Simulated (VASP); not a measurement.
# GaGe (F-43m) in VASP: further runs

The runs below take GaGe through single point, with r2SCAN.

Program: VASP 6.6.1. These are calculated values, not measurements. Logs are shortened: lines on timing, memory, paths and dates and some standing lists are left out, and cuts for length are marked.

## 1. The crystal as given

The structure is cubic, space group F-43m (No. 216). The conventional cell has a = 5.796 Å, b = 5.796 Å, c = 5.796 Å, α = 90.00°, β = 90.00°, γ = 90.00°. Ge (site symmetry -43m) has 4 Ga at 2.51 Å as nearest neighbours. Around Ga (site symmetry -43m) lie 4 Ge at 2.51 Å.

The cell comes from a database or a generator and needn't be the stable form of this composition.

## 2. Single point, r2SCAN

File INCAR:

```
PREC     = Accurate       # precision mode
ENCUT    = 550            # plane-wave cutoff, eV
EDIFF    = 1E-6           # SCF threshold, eV
ISMEAR   = 0              # smearing method
SIGMA    = 0.05           # smearing width, eV
LREAL    = F              # projectors in reciprocal space
LASPH    = T              # aspherical terms in the spheres
NELM     = 100            # most SCF steps
ALGO     = Normal         # electronic algorithm
ISIF     = 2              # what is computed and relaxed
LWAVE    = F              # write WAVECAR
LCHARG   = F              # write CHGCAR
METAGGA  = R2SCAN         # meta-GGA
LMIXTAU  = T            
ADDGRID  = F
```

File KPOINTS:

```
Automatic mesh
0
Gamma
  2 2 2
```

File POSCAR:

```
GaGe
1.0
    0.0000000000      2.8978440000      2.8978440000
    2.8978440000      0.0000000000      2.8978440000
    2.8978440000      2.8978440000      0.0000000000
Ge Ga
1 1
Direct
    0.0000000000      0.0000000000      0.0000000000
    0.2500000000      0.2500000000      0.2500000000
```

Potentials or basis: VASP PAW PBE potentials, release 64 (Ge, Ga).

Run with:

```console
$ cat potpaw_PBE.64/Ge/POTCAR potpaw_PBE.64/Ga/POTCAR > POTCAR
$ mpirun -np 1 vasp_std > vasp.out
```

OUTCAR:

```text
PREC = Accurate
   ENCUT = 550
   EDIFF = 1E-6
   ISMEAR = 0
   LREAL = F
   LASPH = T
   NELM = 100
   ISIF = 2
   METAGGA = R2SCAN

 Found      3 irreducible k-points:

 Following reciprocal coordinates:
            Coordinates               Weight
  0.000000  0.000000  0.000000      1.000000
  0.500000  0.000000  0.000000      4.000000
  0.500000  0.500000  0.000000      3.000000
   k-points           NKPTS =      3   k-points in BZ     NKDIM =      3   number of bands    NBANDS=      7
   number of dos      NEDOS =    301   number of ions     NIONS =      2
   total plane-waves  NPLWV =  32768
   dimension x,y,z NGX =    32 NGY =   32 NGZ =   32
   dimension x,y,z NGXF=    64 NGYF=   64 NGZF=   64
   ions per type =               1   1
   NGX,Y,Z   is equivalent  to a cutoff of  12.98, 12.98, 12.98 a.u.
   NGXF,Y,Z  is equivalent  to a cutoff of  25.96, 25.96, 25.96 a.u.
 SYSTEM =  unknown system
   PREC   = accura    normal or accurate (medium, high low for compatibility)
   ISTART =      0    job   : 0-new  1-cont  2-samecut
   ICHARG =      2    charge: 1-file 2-atom 10-const
   ISPIN  =      1    spin polarized calculation?
   LNONCOLLINEAR =      F non collinear calculations
   LSORBIT =      F    spin-orbit coupling
   LASPH  =      T    aspherical Exc in radial PAW
   ENCUT  =  550.0 eV  40.42 Ry    6.36 a.u.   7.84  7.84  7.84*2*pi/ulx,y,z
   NELM   =    100;   NELMIN=  2; NELMDL= -5     # of ELM steps
   EDIFF  = 0.1E-05   stopping-criterion for ELM
   LREAL  =      F    real-space projection
   EDIFFG = 0.1E-04   stopping-criterion for IOM
   NSW    =      0    number of steps for IOM
   IBRION =     -1    ionic relax: 0-MD 1-quasi-New 2-CG
   NFREE  =      0    steps in history (QN), initial steepest desc. (CG)
   ISIF   =      2    stress and relaxation
   ISYM   =      2    0-nonsym 1-usesym 2-fastsym
   POTIM  = 0.5000    time-step for ionic-motion
   TEBEG  =    0.0;   TEEND  =   0.0 temperature during run
   PSTRESS=    0.0 pullay stress
   NELECT =       7.0000    total number of electrons
   NUPDOWN=      -1.0000    fix difference up-down
   EMIN   =  10.00;   EMAX   =-10.00  energy-range for DOS
   EFERMI =   0.00;   METHOD = LEGACY
   ISMEAR =     0;   SIGMA  =   0.05  broadening in eV -4-tet -1-fermi 0-gaus
   EFERMI_NEDOS =   21; number of points for ismear=-14 and -15
   IALGO  =     38    algorithm
   IMIX   =      4    mixing-type and parameters
     AMIX     =   0.40;   BMIX     =  1.00
     AMIX_MAG =   1.60;   BMIX_MAG =  1.00
  volume/ion in A,a.u.               =      24.33       164.22
  Fermi-wavevector in a.u.,A,eV,Ry     =   0.857740  1.620894 10.010058  0.735719
  Thomas-Fermi vector in A             =   1.974840
   LORBIT       =      0    0 simple, 1 ext, 2 COOP (PROOUT), +10 PAW based schemes
   METAGGA = R2SCAN    functional components
   LHFCALC =     F    Hartree Fock is set to
   AEXX    =    0.0000 exact exchange contribution
   IVDW    =     0    specifies the selected vdW correction
   LEPSILON=     F    determine dielectric tensor
   LRPA    =     F    only Hartree local field effects (RPA)
 non-spin polarized calculation
 Gauss-broadening in eV      SIGMA  =   0.05
  energy-cutoff  :      550.00
  volume of cell :       48.67
 maximum number of plane-waves:      1458
 NGX is ok and might be reduce to    32
   NGX = 15   NGY = 15   NGZ = 15

 number of electron       7.0000000 magnetization

 Free energy of the ion-electron system (eV)
  ---------------------------------------------------
  ext. energy  EPLUGINS =         0.00000000
  ---------------------------------------------------
  free energy    TOTEN  =       -23.09273882 eV

  energy without entropy =      -23.07818278  energy(sigma->0) =      -23.08546080

 E-fermi :   1.7619     XC(G=0):  -9.0174

 val. band max:        1.7212236545   @ k =   0.5000   0.0000   0.0000
 cond. band min:       3.1081509966   @ k =   0.0000   0.0000   0.0000
 fundamental gap:      1.3869273421
 Fermi energy:         1.7618940807

 k-point     1 :       0.0000    0.0000    0.0000
  band No.  band energies     occupation
      1      -9.5964      2.00000
      2       3.1082      0.00000
      3       3.1082      0.00000
      4       3.1082      0.00000
      5       3.9950      0.00000
      6       5.9187      0.00000
      7       5.9187      0.00000

 k-point     2 :       0.5000    0.0000    0.0000
  band No.  band energies     occupation
      1      -7.5759      2.00000
      2      -4.2085      2.00000
      3       1.7212      1.75001
      4       1.7212      1.74999
      5       3.7810      0.00000
      6       6.9561      0.00000
      7       6.9561      0.00000

 k-point     3 :       0.5000    0.5000    0.0000
  band No.  band energies     occupation
      1      -6.4400      2.00000
      2      -4.6863      2.00000
      3       0.0079      2.00000
      4       0.0079      2.00000
      5       3.9097      0.00000
      6       4.0273      0.00000
      7      13.0273      0.00000

------------------------ aborting loop because EDIFF is reached ----------------------------------------

  FORCE on cell =-STRESS in cart. coord.  units (eV):
  Direction    XX          YY          ZZ          XY          YZ          ZX
  --------------------------------------------------------------------------------------
  -------------------------------------------------------------------------------------
  Total       -0.0075655     -0.0075655     -0.0075655      0.0000000      0.0000000      0.0000000
  in kB       -0.2490548     -0.2490548     -0.2490548      0.0000000      0.0000000      0.0000000
  external PRESSURE =      -0.2490548 kB  Pullay stress =       0.0000000 kB

 VOLUME and BASIS-vectors are now :
 -----------------------------------------------------------------------------
  energy-cutoff  :      550.00
  volume of cell :       48.67
      direct lattice vectors                 reciprocal lattice vectors
     0.000000000  2.897844000  2.897844000    -0.172542069  0.172542069  0.172542069
     2.897844000  0.000000000  2.897844000     0.172542069 -0.172542069  0.172542069
     2.897844000  2.897844000  0.000000000     0.172542069  0.172542069 -0.172542069

 POSITION                                       TOTAL-FORCE (eV/Angst)
 -----------------------------------------------------------------------------------
      0.00000      0.00000      0.00000         0.000000      0.000000      0.000000
      1.44892      1.44892      1.44892        -0.000000     -0.000000     -0.000000
 -----------------------------------------------------------------------------------
    total drift:                                0.000000      0.000000      0.000000

  FREE ENERGIE OF THE ION-ELECTRON SYSTEM (eV)
  ---------------------------------------------------
  free  energy   TOTEN  =       -23.0927388213 eV

  energy  without entropy=      -23.0781827786  energy(sigma->0) =      -23.08546080
```

It took 24 s on 1 thread of AMD EPYC 7R43 (Zen 3), shared host; peak memory 0.15 GiB.

These settings aren't checked as converged: the numbers below hold their error.

What came out:

```yaml
Free_energy: -23.0927 eV
Pressure: 0.0 GPa
Band_gap_on_the_k_mesh: none (metal or under the smearing width)
```

Caveat: the k mesh is coarse (spacing up to 0.94 Å⁻¹), so the values aren't converged; the PAW data sets were made with another functional, which shifts forces and pressure a little.

## 3. Single point, r2SCAN

Changes to INCAR since step 2:

```diff
@@ -1,3 +1,3 @@
 PREC     = Accurate       # precision mode
-ENCUT    = 550            # plane-wave cutoff, eV
+ENCUT    = 250            # plane-wave cutoff, eV
 EDIFF    = 1E-6           # SCF threshold, eV
```

File KPOINTS:

```
Automatic mesh
0
Gamma
  3 3 3
```

POSCAR is that of step 2.

Potentials or basis: VASP PAW PBE potentials, release 64 (Ge, Ga).

Run with:

```console
$ cat potpaw_PBE.64/Ge/POTCAR potpaw_PBE.64/Ga/POTCAR > POTCAR
$ mpirun -np 1 vasp_std > vasp.out
```

It took 17 s on 1 thread of AMD EPYC 7R43 (Zen 3), shared host; peak memory 0.1 GiB.

The run converged, but some of its settings lie outside the range that counts as converged, so its numbers aren't taken as properties of the crystal.

Results:

- Free energy: -24.5936 eV
- Pressure: -2.3 GPa
- Band gap on the k mesh: none (metal or under the smearing width)

Caveat: the k mesh is coarse (spacing up to 0.63 Å⁻¹), so the values aren't converged; the PAW data sets were made with another functional, which shifts forces and pressure a little.

## 4. Single point, r2SCAN

Changes to INCAR since step 3:

```diff
@@ -1,3 +1,3 @@
 PREC     = Accurate       # precision mode
-ENCUT    = 250            # plane-wave cutoff, eV
+ENCUT    = 300            # plane-wave cutoff, eV
 EDIFF    = 1E-6           # SCF threshold, eV
```

KPOINTS is that of step 3.

POSCAR is that of step 3.

Run with:

```console
$ cat potpaw_PBE.64/Ge/POTCAR potpaw_PBE.64/Ga/POTCAR > POTCAR
$ mpirun -np 1 vasp_std > vasp.out
```

Wall time 17 s (1 thread of AMD EPYC 7R43 (Zen 3), shared host); peak memory 0.1 GiB.

These settings aren't checked as converged: the numbers below hold their error.

What came out:

```yaml
Free_energy: -24.5954 eV
Pressure: -2.3 GPa
Band_gap_on_the_k_mesh: none (metal or under the smearing width)
```

Caveat: the k mesh is coarse (spacing up to 0.63 Å⁻¹), so the values aren't converged; the PAW data sets were made with another functional, which shifts forces and pressure a little.

## 5. Single point, r2SCAN

Changes to INCAR since step 4:

```diff
@@ -1,3 +1,3 @@
 PREC     = Accurate       # precision mode
-ENCUT    = 300            # plane-wave cutoff, eV
+ENCUT    = 700            # plane-wave cutoff, eV
 EDIFF    = 1E-6           # SCF threshold, eV
```

File KPOINTS:

```
Automatic mesh
0
Gamma
  2 2 2
```

POSCAR is that of step 4.

Potentials or basis: VASP PAW PBE potentials, release 64 (Ge, Ga).

Run with:

```console
$ cat potpaw_PBE.64/Ge/POTCAR potpaw_PBE.64/Ga/POTCAR > POTCAR
$ mpirun -np 1 vasp_std > vasp.out
```

OUTCAR:

```text
PREC = Accurate
   ENCUT = 700
   EDIFF = 1E-6
   ISMEAR = 0
   LREAL = F
   LASPH = T
   NELM = 100
   ISIF = 2
   METAGGA = R2SCAN

 Found      3 irreducible k-points:

 Following reciprocal coordinates:
            Coordinates               Weight
  0.000000  0.000000  0.000000      1.000000
  0.500000  0.000000  0.000000      4.000000
  0.500000  0.500000  0.000000      3.000000
[... 103 lines left out ...]
      7      13.0271      0.00000

------------------------ aborting loop because EDIFF is reached ----------------------------------------

  FORCE on cell =-STRESS in cart. coord.  units (eV):
  Direction    XX          YY          ZZ          XY          YZ          ZX
  --------------------------------------------------------------------------------------
  -------------------------------------------------------------------------------------
  Total       -0.0063347     -0.0063347     -0.0063347      0.0000000      0.0000000      0.0000000
  in kB       -0.2085347     -0.2085347     -0.2085347      0.0000000      0.0000000      0.0000000
  external PRESSURE =      -0.2085347 kB  Pullay stress =       0.0000000 kB

 VOLUME and BASIS-vectors are now :
 -----------------------------------------------------------------------------
  energy-cutoff  :      700.00
  volume of cell :       48.67
      direct lattice vectors                 reciprocal lattice vectors
     0.000000000  2.897844000  2.897844000    -0.172542069  0.172542069  0.172542069
     2.897844000  0.000000000  2.897844000     0.172542069 -0.172542069  0.172542069
     2.897844000  2.897844000  0.000000000     0.172542069  0.172542069 -0.172542069

 POSITION                                       TOTAL-FORCE (eV/Angst)
 -----------------------------------------------------------------------------------
      0.00000      0.00000      0.00000        -0.000000     -0.000000     -0.000000
      1.44892      1.44892      1.44892         0.000000      0.000000      0.000000
 -----------------------------------------------------------------------------------
    total drift:                                0.000000      0.000000      0.000000

  FREE ENERGIE OF THE ION-ELECTRON SYSTEM (eV)
  ---------------------------------------------------
  free  energy   TOTEN  =       -23.0933150413 eV

  energy  without entropy=      -23.0787589986  energy(sigma->0) =      -23.08603702
```

stdout:

```text
POSCAR found type information on POSCAR GeGa
 POSCAR found :  2 types and       2 ions
 scaLAPACK will be used
 -----------------------------------------------------------------------------
|                                                                             |
|                                                                             |
|     You enforced a specific xc type in the INCAR file but a different       |
|     I HOPE YOU KNOW WHAT YOU ARE DOING!                                     |
|                                                                             |
 -----------------------------------------------------------------------------

 LDA part: xc-table for (None), standard interpolation
 POSCAR, INCAR and KPOINTS ok, starting setup
 FFT: planning ... GRIDC
 FFT: planning ... GRID_SOFT
 FFT: planning ... GRID
 WAVECAR not read
 entering main loop
```

It took 30 s on 1 thread of AMD EPYC 7R43 (Zen 3), shared host; peak memory 0.18 GiB.

These settings aren't checked as converged: the numbers below hold their error.

What came out:

| Item | Value |
| --- | --- |
| Free energy | -23.0933 eV |
| Pressure | 0.0 GPa |
| Band gap on the k mesh | none (metal or under the smearing width) |

Caveat: the k mesh is coarse (spacing up to 0.94 Å⁻¹), so the values aren't converged; the PAW data sets were made with another functional, which shifts forces and pressure a little.

## 6. The reference run

An earlier run on the cell as given: functional PBE; potentials or basis VASP PAW PBE potentials, release 64 (Ge_d, Ga_d); cutoff 520 eV; k mesh 8 × 8 × 8; occupations fermi-dirac, width 0.05 eV; no spin polarisation.

- Pressure: 0.3 GPa
- Band gap on the k mesh: none (metal or under the smearing width)
